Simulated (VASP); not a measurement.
Method: MS2 meta-GGA, VASP's PBE PAW potentials (set 64) (plane waves; VASP).

VASP ran on this input.

### POSCAR
```
InSb
1
    0.0000000000     3.2246410328     3.2246410328
    3.2246410328     0.0000000000     3.2246410328
    3.2246410328     3.2246410328     0.0000000000
In Sb
1 1
Direct
  0.0000000000   0.0000000000   1.0000000000
  0.2500000000   0.2500000000   0.2500000000
```

### KPOINTS
```
kpoints
0
G
  10 10 10
0 0 0
```

INCAR:
```
SYSTEM = InSb
PREC = Accurate
ENCUT = 520
EDIFF = 1E-7
NELM = 100
ALGO = Normal
LREAL = .FALSE.
LASPH = .TRUE.
ISMEAR = 1
SIGMA = 0.1
METAGGA = MS2
LMIXTAU = .TRUE.
LMAXMIX = 4
LWAVE = .FALSE.
LCHARG = .FALSE.
ISIF = 2
```

POTCAR, in this order: In_d Sb (PBE.64 set). Program: vasp_std.

What VASP printed:

File OUTCAR:
```
 ion  position               nearest neighbor table
   1  0.000  0.000  0.000-   2 2.79   2 2.79   2 2.79   2 2.79
   2  0.250  0.250  0.250-   1 2.79   1 2.79   1 2.79   1 2.79
  LATTYP: Found a face centered cubic cell.
 ALAT       =     6.4492820656
 Subroutine PRICEL returns:
 Original cell was already a primitive cell.
 Subroutine GETGRP returns: Found 24 space group operations
The static configuration has the point symmetry T_d .
The dynamic configuration has the point symmetry T_d .
 Subroutine INISYM returns: Found 24 space group operations
 Subroutine IBZKPT returns following result:
 Found     47 irreducible k-points:

 Following reciprocal coordinates:
            Coordinates               Weight
  0.000000  0.000000  0.000000      1.000000
  0.100000  0.000000  0.000000      8.000000
  0.200000  0.000000  0.000000      8.000000
  0.300000  0.000000  0.000000      8.000000
  0.400000  0.000000  0.000000      8.000000
  0.500000  0.000000  0.000000      4.000000
  0.100000  0.100000  0.000000      6.000000
  0.200000  0.100000  0.000000     24.000000
  0.300000  0.100000  0.000000     24.000000
...
```

File OSZICAR:
```
       N       E                     dE             d eps       ncg     rms          rms(c)
DAV:   1     0.103633897538E+03    0.10363E+03   -0.73557E+03  1222   0.126E+03
DAV:   2    -0.319823332913E+01   -0.10683E+03   -0.10425E+03  1292   0.296E+02
DAV:   3    -0.995481917748E+01   -0.67566E+01   -0.67279E+01  1587   0.838E+01
DAV:   4    -0.101376004609E+02   -0.18278E+00   -0.18273E+00  1576   0.155E+01
DAV:   5    -0.101432277272E+02   -0.56273E-02   -0.56272E-02  1709   0.222E+00    0.193E+01
DAV:   6    -0.473272169069E+00    0.96700E+01   -0.24145E+01  1457   0.112E+02    0.533E+00
DAV:   7    -0.979061462999E-01    0.37537E+00   -0.41478E+00  1397   0.397E+01    0.478E+00
DAV:   8     0.578505331529E+00    0.67641E+00   -0.11513E+00  1222   0.148E+01    0.176E+00
DAV:   9     0.226661374508E+00   -0.35184E+00   -0.37607E-01  1232   0.915E+00    0.545E-01
DAV:  10     0.228671262599E+00    0.20099E-02   -0.26456E-02  1447   0.249E+00    0.454E-01
DAV:  11     0.228345207180E+00   -0.32606E-03   -0.24759E-03  1467   0.788E-01    0.144E-01
DAV:  12     0.227297519000E+00   -0.10477E-02   -0.11318E-02  1227   0.198E+00    0.125E-01
DAV:  13     0.228299326679E+00    0.10018E-02   -0.26819E-03  1467   0.107E+00    0.385E-02
DAV:  14     0.228127815655E+00   -0.17151E-03   -0.41934E-04  1242   0.292E-01    0.549E-02
DAV:  15     0.228163543116E+00    0.35727E-04   -0.13648E-04  1507   0.255E-01    0.301E-02
DAV:  16     0.228164359574E+00    0.81646E-06   -0.25164E-05  1352   0.818E-02    0.213E-02
DAV:  17     0.228166639126E+00    0.22796E-05   -0.84228E-06  1467   0.608E-02    0.140E-02
DAV:  18     0.228168100536E+00    0.14614E-05   -0.10665E-06  1287   0.160E-02    0.403E-03
DAV:  19     0.228167075219E+00   -0.10253E-05   -0.73443E-07  1282   0.165E-02    0.179E-03
DAV:  20     0.228167553977E+00    0.47876E-06   -0.72690E-08   756   0.495E-03    0.106E-03
DAV:  21     0.228167194625E+00   -0.35935E-06   -0.32581E-08   611   0.407E-03    0.311E-04
DAV:  22     0.228167366922E+00    0.17230E-06   -0.15047E-08   611   0.218E-03    0.228E-04
DAV:  23     0.228167324507E+00   -0.42415E-07   -0.25945E-09   611   0.927E-04
   1 F= 0.22816732E+00 E0= 0.22815200E+00  d E =0.459605E-04
```

OUTCAR:
```
------------------------ aborting loop because EDIFF is reached ----------------------------------------
  FORCE on cell =-STRESS in cart. coord.  units (eV):
  Direction    XX          YY          ZZ          XY          YZ          ZX
  --------------------------------------------------------------------------------------
  Total        0.6143850      0.6143850      0.6143850      0.0000000      0.0000000     -0.0000000
  in kB       14.6783433     14.6783433     14.6783433      0.0000000      0.0000000     -0.0000000
  external PRESSURE =      14.6783433 kB  Pullay stress =       0.0000000 kB
  volume of cell :       67.06
      direct lattice vectors                 reciprocal lattice vectors
     0.000000000  3.224641033  3.224641033    -0.155056019  0.155056019  0.155056019
     3.224641033  0.000000000  3.224641033     0.155056019 -0.155056019  0.155056019
     3.224641033  3.224641033  0.000000000     0.155056019  0.155056019 -0.155056019
  FREE ENERGIE OF THE ION-ELECTRON SYSTEM (eV)
  ---------------------------------------------------
  free  energy   TOTEN  =         0.2281673245 eV

  energy  without entropy=        0.2281213640  energy(sigma->0) =        0.22815200
```
(Selected blocks of OUTCAR.)

The compound is InSb in the zinc blende structure. This cell is one point of a volume scan, at 0.97 of the reference volume.
